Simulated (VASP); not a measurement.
Input for VASP

### KPOINTS
```
Automatic mesh
0
Gamma
4 4 3
0 0 0
```

File POSCAR:
```
FePt
1
    5.1399840000     0.0000000000     0.0000000000
    0.0000000000     5.1399840000     0.0000000000
    0.0000000000     0.0000000000     7.0107870000
Fe Pt
1 1
Direct
  0.0000000000   0.0000000000   0.0000000000
  0.5000000000   0.5000000000   0.5000000000
```

**INCAR**
```
SYSTEM = FePt
PREC = Accurate
ENCUT = 400
EDIFF = 1E-6
NELM = 100
ALGO = Normal
LREAL = .FALSE.
LASPH = .TRUE.
ISMEAR = 1
SIGMA = 0.1
GGA = PE
LMAXMIX = 6
ISPIN = 2
MAGMOM = 3.0 0.0
LORBIT = 10
LWAVE = .FALSE.
LCHARG = .FALSE.
ISIF = 2
```

POTCAR, in this order: Fe Pt (PBE.64 set). Program: vasp_std.

### Question
Does this input run properly? What does VASP do?

### Answer
There is a fault: the lattice was typed in bohr, and VASP reads ångström. The run ends without an error. Against the sound run, the energy per atom (σ→0) increases by 5.283 eV/atom; the pressure falls by 5.83 GPa; the cell moment goes up by 2.61 μB; the volume goes up by 570 %.

**standard output**
```
...
DAV:   5    -0.893287017658E+01   -0.83838E-02   -0.83830E-02  1046   0.173E+00    0.203E+01
DAV:   6    -0.382406625859E+02   -0.29308E+02   -0.15224E+02   839   0.727E+01    0.635E+01
DAV:   7    -0.499119573831E+01    0.33249E+02   -0.35993E+01   783   0.521E+01    0.124E+01
DAV:   8    -0.844392996938E+01   -0.34527E+01   -0.24346E+01   815   0.108E+01    0.417E+01
DAV:   9    -0.498542077886E+01    0.34585E+01   -0.14415E+01   814   0.173E+01    0.141E+01
DAV:  10    -0.426523429896E+01    0.72019E+00   -0.74524E-01   802   0.249E+00    0.887E+00
DAV:  11    -0.426474974319E+01    0.48456E-03   -0.14829E-01   814   0.136E+00    0.458E+00
DAV:  12    -0.423546263826E+01    0.29287E-01   -0.16100E-02   720   0.873E-01    0.595E+00
DAV:  13    -0.462763246167E+01   -0.39217E+00   -0.30255E+00   793   0.280E+00    0.324E+01
DAV:  14    -0.465406219858E+01   -0.26430E-01   -0.69910E-02   720   0.159E+00    0.329E+01
DAV:  15    -0.471089130101E+01   -0.56829E-01   -0.15172E-02   720   0.736E-01    0.338E+01
DAV:  16    -0.488341122325E+01   -0.17252E+00   -0.16016E-01   821   0.950E-01    0.378E+01
DAV:  17    -0.478646045910E+01    0.96951E-01   -0.18051E-02   727   0.922E-01    0.373E+01
DAV:  18    -0.480104467064E+01   -0.14584E-01   -0.10415E-03   734   0.239E-01    0.375E+01
DAV:  19    -0.482581869855E+01   -0.24774E-01   -0.11032E-03   750   0.144E-01    0.376E+01
DAV:  20    -0.482899168394E+01   -0.31730E-02   -0.10570E-04   720   0.827E-02    0.376E+01
DAV:  21    -0.463307098533E+01    0.19592E+00   -0.36763E-02   751   0.733E-01    0.342E+01
DAV:  22    -0.460126821765E+01    0.31803E-01   -0.11786E-02   720   0.601E-01    0.328E+01
DAV:  23    -0.464368738531E+01   -0.42419E-01   -0.12309E-02   720   0.560E-01    0.345E+01
DAV:  24    -0.456825163251E+01    0.75436E-01   -0.96836E-03   720   0.455E-01    0.322E+01
DAV:  25    -0.454126190003E+01    0.26990E-01   -0.19977E-02   736   0.454E-01    0.313E+01
DAV:  26    -0.459630712771E+01   -0.55045E-01   -0.83823E-03   720   0.521E-01    0.326E+01
DAV:  27    -0.439617297545E+01    0.20013E+00   -0.58998E-01   727   0.150E+00    0.178E+01
DAV:  28    -0.440695993007E+01   -0.10787E-01   -0.14306E-01   728   0.162E+00    0.150E+01
DAV:  29    -0.421647776273E+01    0.19048E+00   -0.15149E-01   720   0.140E+00    0.106E+01
DAV:  30    -0.425910847859E+01   -0.42631E-01   -0.80578E-03   720   0.603E-01    0.113E+01
DAV:  31    -0.423365830323E+01    0.25450E-01   -0.95815E-02   789   0.724E-01    0.102E+01
DAV:  32    -0.432234992830E+01   -0.88692E-01   -0.26452E-01   736   0.155E+00    0.135E+01
DAV:  33    -0.420252495909E+01    0.11982E+00   -0.11529E+00   784   0.254E+00    0.873E+00
DAV:  34    -0.428871477740E+01   -0.86190E-01   -0.57293E-02   720   0.165E+00    0.735E+00
DAV:  35    -0.425389947753E+01    0.34815E-01   -0.10394E-01   728   0.114E+00    0.264E+00
DAV:  36    -0.424810981909E+01    0.57897E-02   -0.24228E-02   727   0.660E-01    0.144E+00
DAV:  37    -0.425491216531E+01   -0.68023E-02   -0.21391E-02   720   0.846E-01    0.265E+00
DAV:  38    -0.424947379149E+01    0.54384E-02   -0.15642E-02   720   0.694E-01    0.509E-01
DAV:  39    -0.424788276594E+01    0.15910E-02   -0.39051E-03   720   0.491E-01    0.779E-01
DAV:  40    -0.424861300452E+01   -0.73024E-03   -0.26188E-03   720   0.306E-01    0.425E-01
DAV:  41    -0.425007650412E+01   -0.14635E-02   -0.23836E-03   720   0.299E-01    0.672E-01
DAV:  42    -0.425079919975E+01   -0.72270E-03   -0.12481E-03   720   0.270E-01    0.637E-01
DAV:  43    -0.424987581398E+01    0.92339E-03   -0.10784E-03   720   0.197E-01    0.418E-01
DAV:  44    -0.424931892413E+01    0.55689E-03   -0.50816E-04   720   0.147E-01    0.400E-01
DAV:  45    -0.424903768213E+01    0.28124E-03   -0.54540E-04   720   0.184E-01    0.392E-01
DAV:  46    -0.424858546405E+01    0.45222E-03   -0.16828E-04   720   0.882E-02    0.392E-01
DAV:  47    -0.424728504616E+01    0.13004E-02   -0.77436E-04   720   0.141E-01    0.428E-01
DAV:  48    -0.424589383867E+01    0.13912E-02   -0.19263E-03   720   0.177E-01    0.318E-01
DAV:  49    -0.424481579574E+01    0.10780E-02   -0.96407E-03   720   0.309E-01    0.303E-01
DAV:  50    -0.424604751195E+01   -0.12317E-02   -0.33175E-03   720   0.309E-01    0.772E-01
DAV:  51    -0.424518170577E+01    0.86581E-03   -0.44878E-03   720   0.366E-01    0.156E-01
DAV:  52    -0.424562059800E+01   -0.43889E-03   -0.15722E-03   720   0.325E-01    0.121E-01
DAV:  53    -0.424614565427E+01   -0.52506E-03   -0.25041E-04   728   0.109E-01    0.441E-02
DAV:  54    -0.424633322739E+01   -0.18757E-03   -0.21320E-04   720   0.955E-02    0.671E-02
DAV:  55    -0.424642006027E+01   -0.86833E-04   -0.12770E-04   720   0.878E-02    0.378E-02
DAV:  56    -0.424641796240E+01    0.20979E-05   -0.62854E-05   720   0.649E-02    0.632E-02
DAV:  57    -0.424640143477E+01    0.16528E-04   -0.26269E-05   720   0.429E-02    0.360E-02
DAV:  58    -0.424641931246E+01   -0.17878E-04   -0.17760E-05   704   0.302E-02    0.243E-02
DAV:  59    -0.424642756354E+01   -0.82511E-05   -0.55430E-06   720   0.180E-02    0.146E-02
DAV:  60    -0.424643111651E+01   -0.35530E-05   -0.14743E-06   677   0.104E-02    0.101E-02
DAV:  61    -0.424643564921E+01   -0.45327E-05   -0.44046E-06   712   0.160E-02    0.997E-03
DAV:  62    -0.424643806920E+01   -0.24200E-05   -0.37835E-06   704   0.166E-02    0.221E-03
DAV:  63    -0.424643805562E+01    0.13579E-07   -0.32012E-07   505   0.452E-03
   1 F= -.42464381E+01 E0= -.42334327E+01  d E =-.390161E-01  mag=     5.9585
```

### OUTCAR
```
------------------------ aborting loop because EDIFF is reached ----------------------------------------
  FORCE on cell =-STRESS in cart. coord.  units (eV):
  Direction    XX          YY          ZZ          XY          YZ          ZX
  --------------------------------------------------------------------------------------
  Total       -1.4325590     -1.4325590     -1.8657106      0.0000000     -0.0000000      0.0000000
  in kB      -12.3917546    -12.3917546    -16.1385513      0.0000000     -0.0000000      0.0000000
  external PRESSURE =     -13.6406868 kB  Pullay stress =       0.0000000 kB
  volume of cell :      185.22
      direct lattice vectors                 reciprocal lattice vectors
     5.139984000  0.000000000  0.000000000     0.194553135  0.000000000  0.000000000
     0.000000000  5.139984000  0.000000000     0.000000000  0.194553135  0.000000000
     0.000000000  0.000000000  7.010787000     0.000000000  0.000000000  0.142637339
 POSITION                                       TOTAL-FORCE (eV/Angst)
 -----------------------------------------------------------------------------------
      0.00000      0.00000      0.00000         0.000000      0.000000      0.000000
      2.56999      2.56999      3.50539         0.000000      0.000000      0.000000
 -----------------------------------------------------------------------------------
    total drift:                                0.000000      0.000000      0.000000
  FREE ENERGIE OF THE ION-ELECTRON SYSTEM (eV)
  ---------------------------------------------------
  free  energy   TOTEN  =        -4.2464380556 eV

  energy  without entropy=       -4.2074219758  energy(sigma->0) =       -4.23343270

 total charge

# of ion       s       p       d       tot
------------------------------------------
    1        0.445   0.005   5.972   6.421
    2        0.614   0.003   8.062   8.679
--------------------------------------------------
tot          1.059   0.008  14.034  15.100

 magnetization (x)

# of ion       s       p       d       tot
------------------------------------------
    1        0.308   0.002   3.442   3.752
    2        0.313   0.001   0.961   1.274
--------------------------------------------------
tot          0.622   0.002   4.402   5.026
```
(Selected blocks of OUTCAR.)

To mend it, correct POSCAR, correct KPOINTS.
POSCAR:
```
FePt
1
    2.7200000000     0.0000000000     0.0000000000
    0.0000000000     2.7200000000     0.0000000000
    0.0000000000     0.0000000000     3.7100000000
Fe Pt
1 1
Direct
  0.0000000000   0.0000000000   0.0000000000
  0.5000000000   0.5000000000   0.5000000000
```
### KPOINTS
```
Automatic mesh
0
Gamma
10 10 8
0 0 0
```
The mended run (PBE GGA, plane waves, VASP's PBE PAW potentials (set 64)) converges, and its OSZICAR ends with
```
   1 F= -.14799835E+02 E0= -.14799974E+02  d E =0.416903E-03  mag=     3.3446
```

The compound is FePt in the L1_0 structure. The cell was not relaxed at this level.
